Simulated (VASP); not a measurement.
A run of VASP 6.6.1:

INCAR

```
PREC = Accurate
ENCUT = 520
EDIFF = 1E-7
ISMEAR = -1
SIGMA = 0.05
LREAL = F
LASPH = T
NELM = 80
ALGO = Normal
ISIF = 2
LWAVE = F
LCHARG = F
GGA = PE
NBANDS = 46
```

File KPOINTS:

```
Automatic mesh
0
Gamma
  8 5 5
```

POSCAR

```
Zn4TeO3
1.0
    3.3709845011      0.0000000000      0.0000000000
    0.0000000000      3.6442501593      5.1796490000
    0.0000000000     -3.6442501593      5.1796490000
Te Zn O
1 4 3
Direct
    0.5000000000      0.3643190000      0.3643190000
    0.0000000000      0.5526410000      0.5526410000
    0.5000000000      0.5285100000      0.9378850000
    0.5000000000      0.9378850000      0.5285100000
    0.0000000000      0.9949810000      0.9949810000
    0.5000000000      0.8743720000      0.8743720000
    0.0000000000      0.8747320000      0.3725610000
    0.0000000000      0.3725610000      0.8747320000
```

Potentials or basis: VASP PAW PBE potentials, release 64 (Te, Zn, O).

The run is started by

```sh
$ cat potpaw_PBE.64/Te/POTCAR potpaw_PBE.64/Zn/POTCAR potpaw_PBE.64/O/POTCAR > POTCAR
$ mpirun -np 1 vasp_std > vasp.out
```

Hardware: 1 thread of Intel(R) Xeon(R) Platinum 8175M CPU @ 2.50GHz (Skylake/Cascade Lake), on a shared host.

Task: How long does it take, and how much memory?

Result: Wall time 8.4 min on 1 thread of Intel(R) Xeon(R) Platinum 8175M CPU @ 2.50GHz (Skylake/Cascade Lake), on a shared host, peak memory 0.38 GiB. Counts: scf iterations 18, k points 45.
